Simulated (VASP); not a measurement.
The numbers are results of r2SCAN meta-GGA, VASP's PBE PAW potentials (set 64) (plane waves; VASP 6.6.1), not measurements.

Input for VASP

INCAR:
```
ALGO = Normal
EDIFF = 1E-6
EDIFFG = -0.01
ENCUT = 400
IBRION = 2
ISIF = 3
ISMEAR = 0
LASPH = .TRUE.
LCHARG = .FALSE.
LMAXMIX = 4
LMIXTAU = .TRUE.
LREAL = .FALSE.
LWAVE = .FALSE.
METAGGA = R2SCAN
NELM = 100
NSW = 60
PREC = Accurate
SIGMA = 0.05
SYSTEM = GaSb
```

File POSCAR:
```
GaSb
1
    0.0000000000     3.0500000000     3.0500000000
    3.0500000000     0.0000000000     3.0500000000
    3.0500000000     3.0500000000     0.0000000000
Ga Sb
1 1
Direct
  0.0000000000   0.0000000000   0.0000000000
  0.2500000000   0.2500000000   0.2500000000
```

File KPOINTS:
```
kpoints
0
Gamma
7 7 7
0 0 0
```

POTCAR, in this order: Ga_d Sb (PBE.64 set). Program: vasp_std.

The run wrote:

OSZICAR:
```
       N       E                     dE             d eps       ncg     rms          rms(c)
DAV:   1     0.388802913772E+02    0.38880E+02   -0.80863E+03   528   0.156E+03
DAV:   2    -0.341403952534E+02   -0.73021E+02   -0.70756E+02   565   0.278E+02
DAV:   3    -0.393280570829E+02   -0.51877E+01   -0.50716E+01   655   0.686E+01
DAV:   4    -0.394142796909E+02   -0.86223E-01   -0.86204E-01   568   0.101E+01
DAV:   5    -0.394166530787E+02   -0.23734E-02   -0.23734E-02   699   0.145E+00    0.296E+00
DAV:   6    -0.375438120347E+02    0.18728E+01   -0.40274E-01   560   0.113E+01    0.204E+00
DAV:   7    -0.376739827736E+02   -0.13017E+00   -0.37745E-01   585   0.797E+00    0.643E-01
DAV:   8    -0.375744336541E+02    0.99549E-01   -0.22759E-01   535   0.542E+00    0.201E-01
DAV:   9    -0.375849783389E+02   -0.10545E-01   -0.13929E-02   585   0.111E+00    0.247E-01
DAV:  10    -0.375844545022E+02    0.52384E-03   -0.46109E-03   535   0.762E-01    0.544E-01
DAV:  11    -0.375892388807E+02   -0.47844E-02   -0.21092E-02   530   0.130E+00    0.554E-02
DAV:  12    -0.375866918809E+02    0.25470E-02   -0.19498E-03   540   0.405E-01    0.473E-02
DAV:  13    -0.375882006785E+02   -0.15088E-02   -0.34255E-04   560   0.179E-01    0.275E-02
DAV:  14    -0.375895128464E+02   -0.13122E-02   -0.10636E-03   525   0.280E-01    0.254E-02
DAV:  15    -0.375895178117E+02   -0.49653E-05   -0.89660E-05   671   0.100E-01    0.118E-02
DAV:  16    -0.375895875123E+02   -0.69701E-04   -0.56097E-05   525   0.737E-02    0.327E-03
DAV:  17    -0.375895972438E+02   -0.97315E-05   -0.13626E-05   575   0.603E-02    0.162E-03
DAV:  18    -0.375896025068E+02   -0.52630E-05   -0.14475E-06   462   0.168E-02    0.124E-03
DAV:  19    -0.375896021274E+02    0.37936E-06   -0.15052E-07   260   0.505E-03
   1 F= -.37589602E+02 E0= -.37589602E+02  d E =-.375896E+02
       N       E                     dE             d eps       ncg     rms          rms(c)
DAV:   1    -0.376480484273E+02   -0.58446E-01   -0.79930E-01   680   0.170E+01    0.137E+00
DAV:   2    -0.376035578620E+02    0.44491E-01   -0.78397E-02   650   0.553E+00    0.655E-01
DAV:   3    -0.375914498651E+02    0.12108E-01   -0.16458E-02   635   0.247E+00    0.133E-01
DAV:   4    -0.375891174995E+02    0.23324E-02   -0.53377E-03   535   0.103E+00    0.268E-02
DAV:   5    -0.375909907272E+02   -0.18732E-02   -0.12094E-03   520   0.370E-01    0.188E-02
DAV:   6    -0.375908252665E+02    0.16546E-03   -0.16042E-04   520   0.121E-01    0.918E-03
DAV:   7    -0.375909960940E+02   -0.17083E-03   -0.17103E-04   525   0.128E-01    0.574E-03
DAV:   8    -0.375909973628E+02   -0.12689E-05   -0.99146E-06   545   0.309E-02    0.302E-03
DAV:   9    -0.375910036440E+02   -0.62812E-05   -0.14162E-06   415   0.154E-02    0.117E-03
DAV:  10    -0.375909997360E+02    0.39081E-05   -0.14305E-06   400   0.163E-02    0.666E-04
DAV:  11    -0.375910024852E+02   -0.27492E-05   -0.18362E-07   265   0.598E-03    0.450E-04
DAV:  12    -0.375910017438E+02    0.74141E-06   -0.21761E-08   260   0.163E-03
   2 F= -.37591002E+02 E0= -.37591002E+02  d E =-.139962E-02
       N       E                     dE             d eps       ncg     rms          rms(c)
DAV:   1    -0.375974334772E+02   -0.64310E-02   -0.83043E-02   675   0.532E+00    0.451E-01
DAV:   2    -0.375927076197E+02    0.47259E-02   -0.89101E-03   655   0.195E+00    0.212E-01
DAV:   3    -0.375914661289E+02    0.12415E-02   -0.15408E-03   635   0.755E-01    0.468E-02
DAV:   4    -0.375912755225E+02    0.19061E-03   -0.50843E-04   548   0.304E-01    0.891E-03
DAV:   5    -0.375914148929E+02   -0.13937E-03   -0.99941E-05   520   0.103E-01    0.634E-03
DAV:   6    -0.375913993072E+02    0.15586E-04   -0.14693E-05   525   0.360E-02    0.276E-03
DAV:   7    -0.375914050605E+02   -0.57533E-05   -0.18909E-05   520   0.427E-02    0.187E-03
DAV:   8    -0.375914085518E+02   -0.34913E-05   -0.10586E-06   383   0.969E-03    0.847E-04
DAV:   9    -0.375914060236E+02    0.25282E-05   -0.15090E-07   260   0.459E-03    0.276E-04
DAV:  10    -0.375914078921E+02   -0.18685E-05   -0.11014E-07   260   0.441E-03    0.196E-04
DAV:  11    -0.375914072937E+02    0.59834E-06   -0.12994E-08   260   0.125E-03
   3 F= -.37591407E+02 E0= -.37591407E+02  d E =-.180517E-02
```

### OUTCAR
```
------------------------ aborting loop because EDIFF is reached ----------------------------------------
  FORCE on cell =-STRESS in cart. coord.  units (eV):
  Direction    XX          YY          ZZ          XY          YZ          ZX
  --------------------------------------------------------------------------------------
  Total        0.0078745      0.0078745      0.0078745      0.0000000      0.0000000     -0.0000000
  in kB        0.2193878      0.2193878      0.2193878      0.0000000      0.0000000     -0.0000000
  external PRESSURE =       0.2193878 kB  Pullay stress =       0.0000000 kB
  volume of cell :       57.51
      direct lattice vectors                 reciprocal lattice vectors
    -0.000000000  3.063587692  3.063587692    -0.163207341  0.163207341  0.163207341
     3.063587692  0.000000000  3.063587692     0.163207341 -0.163207341  0.163207341
     3.063587692  3.063587692 -0.000000000     0.163207341  0.163207341 -0.163207341
  FREE ENERGIE OF THE ION-ELECTRON SYSTEM (eV)
  ---------------------------------------------------
  free  energy   TOTEN  =       -37.5914072937 eV

  energy  without entropy=      -37.5914072937  energy(sigma->0) =      -37.59140729

 reached required accuracy - stopping structural energy minimisation
```
(Selected blocks of OUTCAR.)

### CONTCAR
```
GaSb
   1.00000000000000
    -0.0000000000000000    3.0635876920318332    3.0635876920318332
     3.0635876920318332    0.0000000000000000    3.0635876920318332
     3.0635876920318332    3.0635876920318332   -0.0000000000000000
  Ga              Sb
     1     1
Direct
     0.0000000000000000    0.0000000000000000    0.0000000000000000
     0.2500000000000000    0.2500000000000000    0.2500000000000000
```

File OUTCAR:
```
 val. band max:        4.6414809931   @ k =   0.0000   0.0000   0.0000

 cond. band min:       5.0563902122   @ k =   0.0000   0.0000   0.0000


 Fermi energy:         4.8466941933

 k-point     1 :       0.0000    0.0000    0.0000
  band No.  band energies     occupation
      1     -10.8498      2.00000
      2     -10.8498      2.00000
      3     -10.8497      2.00000
      4     -10.7937      2.00000
      5     -10.7937      2.00000
      6      -7.2577      2.00000
      7       4.6415      2.00000
      8       4.6415      2.00000
      9       4.6415      2.00000
     10       5.0564      0.00000
     11       7.6226      0.00000
     12       7.6227      0.00000
     13       7.6227      0.00000

 k-point     2 :       0.1429    0.0000    0.0000
  band No.  band energies     occupation
      1     -10.8557      2.00000
      2     -10.8476      2.00000
      3     -10.8476      2.00000
      4     -10.7942      2.00000
      5     -10.7942      2.00000
      6      -7.0390      2.00000
      7       2.3579      2.00000
      8       4.3135      2.00000
      9       4.3135      2.00000
     10       5.9535      0.00000
     11       8.0712      0.00000
     12       8.0712      0.00000
     13       8.5957      0.00000

 k-point     3 :       0.2857    0.0000    0.0000
  band No.  band energies     occupation
      1     -10.8685      2.00000
      2     -10.8425      2.00000
      3     -10.8425      2.00000
      4     -10.7944      2.00000
      5     -10.7944      2.00000
      6      -6.4296      2.00000
      7      -0.0010      2.00000
      8       3.7906      2.00000
      9       3.7907      2.00000
     10       5.6230      0.00000
     11       8.6135      0.00000
     12       8.6136      0.00000
     13      10.8518      0.00000

 k-point     4 :       0.4286    0.0000    0.0000
  band No.  band energies     occupation
      1     -10.8782      2.00000
      2     -10.8391      2.00000
      3     -10.8390      2.00000
...
```

Unless said otherwise, spin-orbit coupling is left out, though it shifts the bands of the heavy elements here.

The compound is GaSb in the zinc blende structure. This run relaxes it. Symmetry was kept, so distortions that lower it aren't found.
